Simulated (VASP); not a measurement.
Output of a VASP run:

### OUTCAR
```
 ion  position               nearest neighbor table
   1  0.000  0.000  0.000-   2 2.68   2 2.68   2 2.68   2 2.68
   2  0.250  0.250  0.250-   1 2.68   1 2.68   1 2.68   1 2.68
  LATTYP: Found a face centered cubic cell.
 ALAT       =     6.1890534154
 Subroutine PRICEL returns:
 Original cell was already a primitive cell.
 Subroutine GETGRP returns: Found 24 space group operations
The static configuration has the point symmetry T_d .
The dynamic configuration has the point symmetry T_d .
 Subroutine INISYM returns: Found 24 space group operations
 Subroutine IBZKPT returns following result:
 Found     16 irreducible k-points:

 Following reciprocal coordinates:
            Coordinates               Weight
  0.000000  0.000000  0.000000      1.000000
  0.166667  0.000000  0.000000      8.000000
  0.333333  0.000000  0.000000      8.000000
  0.500000  0.000000  0.000000      4.000000
  0.166667  0.166667  0.000000      6.000000
  0.333333  0.166667  0.000000     24.000000
  0.500000  0.166667  0.000000     24.000000
 -0.333333  0.166667  0.000000     24.000000
 -0.166667  0.166667  0.000000     12.000000
  0.333333  0.333333  0.000000      6.000000
  0.500000  0.333333  0.000000     24.000000
 -0.333333  0.333333  0.000000     12.000000
  0.500000  0.500000  0.000000      3.000000
  0.500000  0.333333  0.166667     24.000000
 -0.333333  0.333333  0.166667     24.000000
 -0.333333  0.500000  0.166667     12.000000
 Subroutine IBZKPT_HF returns following result:
   k-points           NKPTS =     16   k-points in BZ     NKDIM =    216   number of bands    NBANDS=     13
   number of dos      NEDOS =    301   number of ions     NIONS =      2
   total plane-waves  NPLWV =  46656
   dimension x,y,z NGX =    36 NGY =   36 NGZ =   36
   dimension x,y,z NGXF=    72 NGYF=   72 NGZF=   72
   ions per type =               1   1
   PREC   = accura    normal or accurate (medium, high low for compatibility)
   ISTART =      1    job   : 0-new  1-cont  2-samecut
   ICHARG =      0    charge: 1-file 2-atom 10-const
   ISPIN  =      1    spin polarized calculation?
   LNONCOLLINEAR =      F non collinear calculations
   LSORBIT =      F    spin-orbit coupling
   INIWAV =      1    electr: 0-lowe 1-rand  2-diag
   ENCUT  =  520.0 eV  38.22 Ry    6.18 a.u.   8.14  8.14  8.14*2*pi/ulx,y,z
   NELM   =     60;   NELMIN=  2; NELMDL=  0     # of ELM steps
   EDIFF  = 0.1E-05   stopping-criterion for ELM
   LREAL  =      F    real-space projection
   NLSPLINE    = F    spline interpolate recip. space projectors
   LMAXMIX     =    4 max onsite mixed and CHGCAR
   VOSKOWN=      0    Vosko Wilk Nusair interpolation
   EDIFFG = 0.1E-04   stopping-criterion for IOM
   NSW    =      0    number of steps for IOM
   NBLOCK =      1;   KBLOCK =      1    inner block; outer block
   IBRION =     -1    ionic relax: 0-MD 1-quasi-New 2-CG
   NFREE  =      0    steps in history (QN), initial steepest desc. (CG)
   ISIF   =      2    stress and relaxation
   ISYM   =      3    0-nonsym 1-usesym 2-fastsym
   TEIN   =    0.0    initial temperature
   TEBEG  =    0.0;   TEEND  =   0.0 temperature during run
   SMASS  =  -3.00    Nose mass-parameter (am)
   PSTRESS=    0.0 pullay stress
   NELECT =      18.0000    total number of electrons
   EFERMI =   0.00;   METHOD = LEGACY
   ISMEAR =     0;   SIGMA  =   0.05  broadening in eV -4-tet -1-fermi 0-gaus
   IALGO  =     38    algorithm
   LDIAG  =      T    sub-space diagonalisation (order eigenvalues)
   IMIX   =      1    mixing-type and parameters
     AMIX     =   0.40;   BMIX     =  1.00
     AMIX_MAG =   1.60;   BMIX_MAG =  1.00
     AMIN     =   0.10
   GGA     = PE    functional components
   VOSKOWN =     0    Vosko Wilk Nusair interpolation
   LHFCALC =     T    Hartree Fock is set to
   NKREDX  =     1    reduce k-point grid by
   AEXX    =    0.2500 exact exchange contribution
   HFSCREEN=    0.0000 screening length (either q_TF or 0.3 A-1)
   HFRCUT  =   -1.0000 spherical cutoff for potential kernel
...
```

OSZICAR:
```
       N       E                     dE             d eps       ncg     rms          rms(c)
DAV:   1    -0.100515978861E+02   -0.10052E+02   -0.55038E-01   501   0.938E+00    0.364E+00
DAV:   2    -0.100672481440E+02   -0.15650E-01   -0.46885E-02   584   0.148E+00    0.402E+00
DAV:   3    -0.100672719202E+02   -0.23776E-04   -0.16296E-03   584   0.486E-01    0.272E+00
DAV:   4    -0.100668051519E+02    0.46677E-03   -0.35476E-04   557   0.220E-01    0.175E+00
DAV:   5    -0.100666777931E+02    0.12736E-03   -0.13423E-04   537   0.118E-01    0.109E+00
DAV:   6    -0.100666454975E+02    0.32296E-04   -0.35596E-05   494   0.633E-02    0.678E-01
DAV:   7    -0.100666345842E+02    0.10913E-04   -0.61754E-06   504   0.319E-02    0.415E-01
DAV:   8    -0.100666312081E+02    0.33760E-05   -0.25436E-06   456   0.170E-02    0.254E-01
DAV:   9    -0.100666305733E+02    0.63489E-06   -0.83188E-07   291   0.862E-03
   1 F= -.10066631E+02 E0= -.10066631E+02  d E =-.903943E-16
       N       E                     dE             ncg
```

File OUTCAR:
```
------------------------ aborting loop because EDIFF is reached ----------------------------------------
  FORCE on cell =-STRESS in cart. coord.  units (eV):
  Direction    XX          YY          ZZ          XY          YZ          ZX
  --------------------------------------------------------------------------------------
  Total       -0.9350976     -0.9350976     -0.9350976      0.0000000      0.0000000     -0.0000000
  in kB      -25.2787051    -25.2787051    -25.2787051      0.0000000      0.0000000     -0.0000000
  external PRESSURE =     -25.2787051 kB  Pullay stress =       0.0000000 kB
  volume of cell :       59.27
      direct lattice vectors                 reciprocal lattice vectors
     0.000000000  3.094526708  3.094526708    -0.161575597  0.161575597  0.161575597
     3.094526708  0.000000000  3.094526708     0.161575597 -0.161575597  0.161575597
     3.094526708  3.094526708  0.000000000     0.161575597  0.161575597 -0.161575597
  FREE ENERGIE OF THE ION-ELECTRON SYSTEM (eV)
  ---------------------------------------------------
  free  energy   TOTEN  =       -10.0666305733 eV

  energy  without entropy=      -10.0666305733  energy(sigma->0) =      -10.06663057

  exchange ACFDT corr.  =         0.00000000  see jH, gK, PRB 81, 115126
```
(Selected blocks of OUTCAR.)

**POSCAR**
```
InAs
1
    0.0000000000     3.0945267077     3.0945267077
    3.0945267077     0.0000000000     3.0945267077
    3.0945267077     3.0945267077     0.0000000000
In As
1 1
Direct
  0.0000000000   0.0000000000   0.0000000000
  0.2500000000   0.2500000000   0.2500000000
```

**Question.** Reconstruct the remaining input files.

**Answer.** Several could match; the one computed here: the input of the run itself, PBE0 hybrid, plane waves, VASP's PBE PAW potentials (set 64).

INCAR:
```
GGA = PE
SYSTEM = InAs
PREC = Accurate
ALGO = Normal
LWAVE = F
ISMEAR = 0   ! Gaussian
LMAXMIX = 4   ! l cut-off of mixed one-centre charges
LASPH = T   ! aspherical one-centre terms
AEXX = 0.25
LREAL = F   ! projection in real space or not
SIGMA = 0.05   ! width (eV)
PRECFOCK = Fast
LHFCALC = T
EDIFF = 1E-6   ! SCF stop (eV)
ISYM = 3
HFRCUT = -1
ISIF = 2
NELM = 60   ! most electronic steps
ENCUT = 520   ! plane-wave cut-off (eV)
LCHARG = F
```

### KPOINTS
```
Automatic mesh
0
Gamma
6 6 6
0 0 0
```

KPOINTS_OPT:
```
named points and PBE's band edges
8
Reciprocal
  0.000000   0.000000   0.000000 1 ! GAMMA
 -0.500000  -0.500000   0.000000 1 ! X
  0.000000   0.000000   0.500000 1 ! L
 -0.500000  -0.250000   0.250000 1 ! W
 -0.375000   0.000000   0.375000 1 ! K
 -0.375000  -0.375000   0.250000 1 ! U
 -0.464290  -0.232140   0.267860 1 ! near an edge
 -0.464290  -0.464290   0.000000 1 ! near an edge
```

POTCAR, in this order: In_d As (PBE.64 set). Program: vasp_std. Read from the step before: WAVECAR.

The compound is InAs in the zinc blende structure. It was relaxed first, which changed the volume by +7 %.
